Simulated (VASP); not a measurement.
# BaMgSbF (P4/nmm) in VASP: settings compared, part 2 of 3

VASP 6.6.1. Earlier steps stand in the parts before.

## Step 3: Relaxation of cell and atoms, AM05

This run uses another cell than the first one, of 25.67 Å³/atom, 0.959 times its volume.

Contents of INCAR:

```
SYSTEM = BaMgSbF
PREC = Accurate
ENCUT = 600
EDIFF = 1E-6
ISMEAR = 0
SIGMA = 0.03
LREAL = .False.
LASPH = .True.
NELM = 80
ALGO = Normal
ISIF = 3
LWAVE = .False.
LCHARG = .False.
GGA = AM
IBRION = 2
NSW = 90
EDIFFG = -0.01
KPAR = 2
```

Contents of KPOINTS:

```
Automatic mesh
0
Gamma
  6 6 4
  0 0 0
```

Contents of POSCAR:

```
BaMgSbF
1.0
    4.5733000000      0.0000000000      0.0000000000
    0.0000000000      4.5733000000      0.0000000000
    0.0000000000      0.0000000000      9.8184000000
Ba Sb Mg F
2 2 2 2
Direct
    0.5000000000      0.0000000000      0.1404600000
    0.0000000000      0.5000000000      0.8595400000
    0.5000000000      0.0000000000      0.6750100000
    0.0000000000      0.5000000000      0.3249900000
    0.5000000000      0.5000000000      0.5000000000
    0.0000000000      0.0000000000      0.5000000000
    0.5000000000      0.5000000000      0.0000000000
    0.0000000000      0.0000000000      0.0000000000
```

Potentials or basis: VASP PAW PBE potentials, release 64 (Ba_sv, Sb, Mg, F).

The run is started by

```sh
$ cat potpaw_PBE.64/Ba_sv/POTCAR potpaw_PBE.64/Sb/POTCAR potpaw_PBE.64/Mg/POTCAR potpaw_PBE.64/F/POTCAR > POTCAR
$ mpirun -np 2 vasp_std > vasp.out
```

Run time: 4.6 min. Hardware: 2 MPI ranks of Intel Xeon Platinum 8488C (Sapphire Rapids), shared host; peak memory 0.53 GiB.

Results (log left out):

| Property | Result |
| --- | --- |
| Free energy | -34.7412 eV |
| Relaxed volume | 25.88 Å³/atom |
| Relaxed cell | a = 4.581 Å, b = 4.581 Å, c = 9.866 Å, α = 90.00°, β = 90.00°, γ = 90.00° |
| Space group after relaxing (to 0.05 Å) | P4/nmm (No. 129) |
| Energy gained by relaxing | 1.0 meV/atom |
| Ionic steps | 5 |
| Pressure after relaxing | 0.0 GPa |
| Band gap on the k mesh | 1.14 eV, direct |

Forces in eV/Å, atoms in the order of the input:
```
Ba   0.000  0.000  0.003
Ba   0.000  0.000 -0.003
Sb   0.000  0.000  0.000
Sb   0.000  0.000  0.000
Mg   0.000  0.000  0.000
Mg   0.000  0.000  0.000
F    0.000  0.000  0.000
F    0.000  0.000  0.000
```

Step by step:
| step | energy change (eV) | largest force (eV/Å) | pressure (GPa) | volume (Å³) |
| --- | --- | --- | --- | --- |
| 1 | 0.0000 | 0.1834 | 0.55 | 205.35 |
| 2 | -0.0065 | 0.0649 | -0.13 | 207.99 |
| 3 | -0.0065 | 0.0701 | -0.10 | 207.87 |
| 4 | -0.0073 | 0.0465 | -0.07 | 207.57 |
| 5 | -0.0079 | 0.0028 | 0.00 | 207.00 |

Final structure:
```xyz
8
Lattice="4.5806 0.0000 0.0000 0.0000 4.5806 0.0000 0.0000 0.0000 9.8657" Properties=species:S:1:pos:R:3 pbc="T T T"
Ba    2.2903    0.0000    1.3974
Ba    0.0000    2.2903    8.4683
Sb    2.2903    0.0000    6.6796
Sb    0.0000    2.2903    3.1861
Mg    2.2903    2.2903    4.9328
Mg    0.0000    0.0000    4.9328
F     2.2903    2.2903    0.0000
F     0.0000    0.0000    0.0000
```

Levels at points of the mesh, in eV from the valence-band top:
| k point | band 20 | band 21 | band 22 | band 23 | band 24 | band 25 | band 26 | band 27 | band 28 | band 29 |
| --- | --- | --- | --- | --- | --- | --- | --- | --- | --- | --- |
| (0.00, 0.00, 0.00) | -1.14 | -1.14 | -0.57 | 0.00 | 0.00 | 1.14 | 1.60 | 2.25 | 2.83 | 4.12 |
| (0.50, 0.00, 0.00) | -3.30 | -1.00 | -1.00 | -0.42 | -0.42 | 2.46 | 2.46 | 2.63 | 2.63 | 3.38 |
| (0.50, 0.50, 0.00) | -3.31 | -1.84 | -1.84 | -1.68 | -1.68 | 1.54 | 1.54 | 2.75 | 2.75 | 5.13 |
| (0.00, 0.00, 0.50) | -1.13 | -1.13 | -0.95 | -0.01 | -0.01 | 1.40 | 1.85 | 2.26 | 3.02 | 3.29 |
| (0.50, 0.00, 0.50) | -3.34 | -0.90 | -0.90 | -0.41 | -0.41 | 2.59 | 2.59 | 2.76 | 2.76 | 3.47 |
| (0.50, 0.50, 0.50) | -3.31 | -1.84 | -1.84 | -1.69 | -1.69 | 1.89 | 1.89 | 2.77 | 2.77 | 4.10 |

Caveat: the PAW data sets were made with another functional, which shifts forces and pressure a little; spin-orbit coupling is left out, which moves the levels of the heavy elements.

## Step 4: Relaxation of cell and atoms, AM05

This run uses another cell than the first one, of 25.88 Å³/atom, 0.967 times its volume.

Changes to INCAR since step 3:

```diff
@@ -3,3 +3,3 @@
 ENCUT = 600
-EDIFF = 1E-6
+EDIFF = 1E-7
 ISMEAR = 0
@@ -16,3 +16,3 @@
 NSW = 90
-EDIFFG = -0.01
+EDIFFG = -0.005
 KPAR = 2
```

KPOINTS is that of step 3.

Contents of POSCAR:

```
BaMgSbF                                 
1.0
    4.5806064177      0.0000000000      0.0000000000
    0.0000000000      4.5806064177      0.0000000000
    0.0000000000      0.0000000000      9.8656938708
  Ba              Sb              Mg              F             
     2     2     2     2
Direct
     0.5000000000000000    0.0000000000000000    0.1416457981747687
     0.0000000000000000    0.5000000000000000    0.8583542018252313
     0.5000000000000000    0.0000000000000000    0.6770568490666682
     0.0000000000000000    0.5000000000000000    0.3229431509333318
     0.5000000000000000    0.5000000000000000    0.5000000000000000
     0.0000000000000000    0.0000000000000000    0.5000000000000000
     0.5000000000000000    0.5000000000000000    0.0000000000000000
     0.0000000000000000    0.0000000000000000    0.0000000000000000
```

Potentials or basis: VASP PAW PBE potentials, release 64 (Ba_sv, Sb, Mg, F).

The run is started by

```sh
$ cat potpaw_PBE.64/Ba_sv/POTCAR potpaw_PBE.64/Sb/POTCAR potpaw_PBE.64/Mg/POTCAR potpaw_PBE.64/F/POTCAR > POTCAR
$ mpirun -np 2 vasp_std > vasp.out
```

OUTCAR:

```text
SYSTEM = BaMgSbF
   PREC = Accurate
   ENCUT = 600
   EDIFF = 1E-7
   ISMEAR = 0
   LREAL = .False.
   LASPH = .True.
   NELM = 80
   ISIF = 3
   GGA = AM
   IBRION = 2
   NSW = 90
   EDIFFG = -0.005

 ion  position               nearest neighbor table
   1  0.500  0.000  0.142-   7 2.68   8 2.68   7 2.68   8 2.68   4 3.70   4 3.70   4 3.70   4 3.70
                             2 4.28   2 4.28   2 4.28   2 4.28
   2  0.000  0.500  0.858-   7 2.68   8 2.68   8 2.68   7 2.68   3 3.70   3 3.70   3 3.70   3 3.70
                             1 4.28   1 4.28   1 4.28   1 4.28
   3  0.500  0.000  0.677-   5 2.88   6 2.88   5 2.88   6 2.88   2 3.70   2 3.70   2 3.70   2 3.70

   4  0.000  0.500  0.323-   5 2.88   6 2.88   6 2.88   5 2.88   1 3.70   1 3.70   1 3.70   1 3.70

   5  0.500  0.500  0.500-   3 2.88   4 2.88   3 2.88   4 2.88   6 3.24   6 3.24   6 3.24   6 3.24

   6  0.000  0.000  0.500-   3 2.88   4 2.88   4 2.88   3 2.88   5 3.24   5 3.24   5 3.24   5 3.24

   7  0.500  0.500  0.000-   1 2.68   2 2.68   1 2.68   2 2.68
   8  0.000  0.000  0.000-   1 2.68   2 2.68   2 2.68   1 2.68

  LATTYP: Found a simple tetragonal cell.
 ALAT       =     4.5806064177
 C/A-ratio  =     2.1537964564

  Lattice vectors:

 A1 = (   4.5806064177,   0.0000000000,   0.0000000000)
 A2 = (   0.0000000000,   4.5806064177,   0.0000000000)
 A3 = (   0.0000000000,   0.0000000000,   9.8656938708)

Analysis of symmetry for initial positions (statically):
=====================================================================
 Subroutine PRICEL returns:
 Original cell was already a primitive cell.

 Routine SETGRP: Setting up the symmetry group for a
 simple tetragonal supercell.

 Subroutine GETGRP returns: Found 16 space group operations
 (whereof  8 operations were pure point group operations)
 out of a pool of 16 trial point group operations.

The static configuration has the point symmetry D_2d.
 The point group associated with its full space group is D_4h.

Analysis of symmetry for dynamics (positions and initial velocities):
=====================================================================
 Subroutine PRICEL returns:
 Original cell was already a primitive cell.

 Routine SETGRP: Setting up the symmetry group for a
 simple tetragonal supercell.

 Subroutine GETGRP returns: Found 16 space group operations
 (whereof  8 operations were pure point group operations)
 out of a pool of 16 trial point group operations.

The dynamic configuration has the point symmetry D_2d.
 The point group associated with its full space group is D_4h.

 Subroutine INISYM returns: Found 16 space group operations
 (whereof  8 operations are pure point group operations),
 and found     1 'primitive' translations

----------------------------------------------------------------------------------------

                                     Primitive cell

  volume of cell :     207.0015

  direct lattice vectors                    reciprocal lattice vectors
     4.580606418  0.000000000  0.000000000     0.218311706  0.000000000  0.000000000
     0.000000000  4.580606418  0.000000000     0.000000000  0.218311706  0.000000000
     0.000000000  0.000000000  9.865693871     0.000000000  0.000000000  0.101361345

  length of vectors
     4.580606418  4.580606418  9.865693871     0.218311706  0.218311706  0.101361345

[... 52 lines left out ...]
  0.500000  0.000000  0.000000      2.000000
  0.166667  0.166667  0.000000      4.000000
  0.333333  0.166667  0.000000      8.000000
[... 16 lines left out ...]
  0.333333  0.000000  0.500000      4.000000
  0.500000  0.000000  0.500000      2.000000
 [... further k-points ...]
   k-points           NKPTS =     30   k-points in BZ     NKDIM =     30   number of bands    NBANDS=     29
   number of dos      NEDOS =    301   number of ions     NIONS =      8
   total plane-waves  NPLWV = 128000
   dimension x,y,z NGX =    40 NGY =   40 NGZ =   80
   dimension x,y,z NGXF=    80 NGYF=   80 NGZF=  160
   ions per type =               2   2   2   2
   NGX,Y,Z   is equivalent  to a cutoff of  14.52, 14.52, 13.48 a.u.
   NGXF,Y,Z  is equivalent  to a cutoff of  29.03, 29.03, 26.96 a.u.
 SYSTEM =  BaMgSbF
   PREC   = accura    normal or accurate (medium, high low for compatibility)
   ISTART =      0    job   : 0-new  1-cont  2-samecut
   ICHARG =      2    charge: 1-file 2-atom 10-const
   ISPIN  =      1    spin polarized calculation?
   LNONCOLLINEAR =      F non collinear calculations
   LSORBIT =      F    spin-orbit coupling
   LASPH  =      T    aspherical Exc in radial PAW
   ENCUT  =  600.0 eV  44.10 Ry    6.64 a.u.   9.15  9.15 19.70*2*pi/ulx,y,z
   NELM   =     80;   NELMIN=  2; NELMDL= -5     # of ELM steps
   EDIFF  = 0.1E-06   stopping-criterion for ELM
   LREAL  =      F    real-space projection
   EDIFFG = -.5E-02   stopping-criterion for IOM
   NSW    =     90    number of steps for IOM
   IBRION =      2    ionic relax: 0-MD 1-quasi-New 2-CG
   NFREE  =      1    steps in history (QN), initial steepest desc. (CG)
   ISIF   =      3    stress and relaxation
   ISYM   =      2    0-nonsym 1-usesym 2-fastsym
   POTIM  = 0.5000    time-step for ionic-motion
   TEBEG  =    0.0;   TEEND  =   0.0 temperature during run
   PSTRESS=    0.0 pullay stress
   NELECT =      48.0000    total number of electrons
   NUPDOWN=      -1.0000    fix difference up-down
   EMIN   =  10.00;   EMAX   =-10.00  energy-range for DOS
   EFERMI =   0.00;   METHOD = LEGACY
   ISMEAR =     0;   SIGMA  =   0.03  broadening in eV -4-tet -1-fermi 0-gaus
   EFERMI_NEDOS =   21; number of points for ismear=-14 and -15
   IALGO  =     38    algorithm
   IMIX   =      4    mixing-type and parameters
     AMIX     =   0.40;   BMIX     =  1.00
     AMIX_MAG =   1.60;   BMIX_MAG =  1.00
  volume/ion in A,a.u.               =      25.88       174.61
  Fermi-wavevector in a.u.,A,eV,Ry     =   1.005767  1.900624 13.763208  1.011567
  Thomas-Fermi vector in A             =   2.138467
   LORBIT       =      0    0 simple, 1 ext, 2 COOP (PROOUT), +10 PAW based schemes
   GGA     = AM    functional components
   LHFCALC =     F    Hartree Fock is set to
   AEXX    =    0.0000 exact exchange contribution
   IVDW    =     0    specifies the selected vdW correction
   LEPSILON=     F    determine dielectric tensor
   LRPA    =     F    only Hartree local field effects (RPA)
 conjugate gradient relaxation of ions
 non-spin polarized calculation
 Gauss-broadening in eV      SIGMA  =   0.03
  energy-cutoff  :      600.00
  volume of cell :      207.00
 maximum number of plane-waves:      6938
 NGX is ok and might be reduce to    40
   NGX = 19   NGY = 19   NGZ = 39

 number of electron      47.9999994 magnetization

 Free energy of the ion-electron system (eV)
  ---------------------------------------------------
  ext. energy  EPLUGINS =         0.00000000
  ---------------------------------------------------
  free energy    TOTEN  =       -34.74197233 eV

  energy without entropy =      -34.74197233  energy(sigma->0) =      -34.74197233

 E-fermi :   3.5453     XC(G=0):  -8.9644

 val. band max:        3.3677306394   @ k =   0.0000   0.0000   0.0000
 cond. band min:       4.5125596211   @ k =   0.0000   0.0000   0.0000
 fundamental gap:      1.1448289817
 Fermi energy:         3.5452722873

 k-point     1 :       0.0000    0.0000    0.0000
  band No.  band energies     occupation
      1     -24.2974      2.00000
      2     -24.1513      2.00000
      3     -19.9084      2.00000
      4     -19.8990      2.00000
      5      -9.5023      2.00000
      6      -9.5023      2.00000
[... 757 lines left out ...]
     28       6.1267      0.00000
     29       6.8416      0.00000

 [... further k-points ...]
[... 5 lines left out ...]
  --------------------------------------------------------------------------------------
  -------------------------------------------------------------------------------------
  Total        0.0099658      0.0099658     -0.0313507      0.0000000      0.0000000      0.0000000
  in kB        0.0771345      0.0771345     -0.2426520      0.0000000      0.0000000      0.0000000
  external PRESSURE =      -0.0294610 kB  Pullay stress =       0.0000000 kB

 VOLUME and BASIS-vectors are now :
 -----------------------------------------------------------------------------
  energy-cutoff  :      600.00
  volume of cell :      207.00
      direct lattice vectors                 reciprocal lattice vectors
     4.580606418  0.000000000  0.000000000     0.218311706  0.000000000  0.000000000
     0.000000000  4.580606418  0.000000000     0.000000000  0.218311706  0.000000000
     0.000000000  0.000000000  9.865693871     0.000000000  0.000000000  0.101361345

 POSITION                                       TOTAL-FORCE (eV/Angst)
 -----------------------------------------------------------------------------------
      2.29030      0.00000      1.39743         0.000000     -0.000000      0.003289
      0.00000      2.29030      8.46826        -0.000000     -0.000000     -0.003289
      2.29030      0.00000      6.67964        -0.000000     -0.000000      0.000112
      0.00000      2.29030      3.18606         0.000000      0.000000     -0.000112
      2.29030      2.29030      4.93285        -0.000000     -0.000000      0.000000
      0.00000      0.00000      4.93285        -0.000000      0.000000      0.000000
      2.29030      2.29030      0.00000        -0.000000     -0.000000      0.000000
      0.00000      0.00000      0.00000        -0.000000      0.000000      0.000000
 -----------------------------------------------------------------------------------
    total drift:                                0.000000      0.000000     -0.000000

  FREE ENERGIE OF THE ION-ELECTRON SYSTEM (eV)
  ---------------------------------------------------
  free  energy   TOTEN  =       -34.7419723282 eV

  energy  without entropy=      -34.7419723282  energy(sigma->0) =      -34.74197233

 reached required accuracy - stopping structural energy minimisation
```

Wall time 1.9 min (2 MPI ranks of Intel Xeon Platinum 8488C (Sapphire Rapids), shared host); peak memory 0.5 GiB.

Results:

| Quantity | Value |
| --- | --- |
| Free energy | -34.7420 eV |
| Pressure after relaxing | 0.0 GPa |
| Largest force after relaxing | 0.003 eV/Å |
| Band gap on the k mesh | 1.14 eV, direct |

Forces in eV/Å, atoms in the order of the input:
```
Ba   0.000  0.000  0.003
Ba   0.000  0.000 -0.003
Sb   0.000  0.000  0.000
Sb   0.000  0.000  0.000
Mg   0.000  0.000  0.000
Mg   0.000  0.000  0.000
F    0.000  0.000  0.000
F    0.000  0.000  0.000
```

Final structure:
```
Ba Sb Mg F
1.0
     4.58061    0.00000    0.00000
     0.00000    4.58061    0.00000
     0.00000    0.00000    9.86569
Ba Sb Mg F
2 2 2 2
Cartesian
  2.2903 0.0000 1.3974
  0.0000 2.2903 8.4683
  2.2903 0.0000 6.6796
  0.0000 2.2903 3.1861
  2.2903 2.2903 4.9328
  0.0000 0.0000 4.9328
  2.2903 2.2903 0.0000
  0.0000 0.0000 0.0000
```

Caveat: the relaxation stopped at its first step, so nothing moved; the PAW data sets were made with another functional, which shifts forces and pressure a little; spin-orbit coupling is left out, which moves the levels of the heavy elements.

(Part 2 of 3 ends here.)
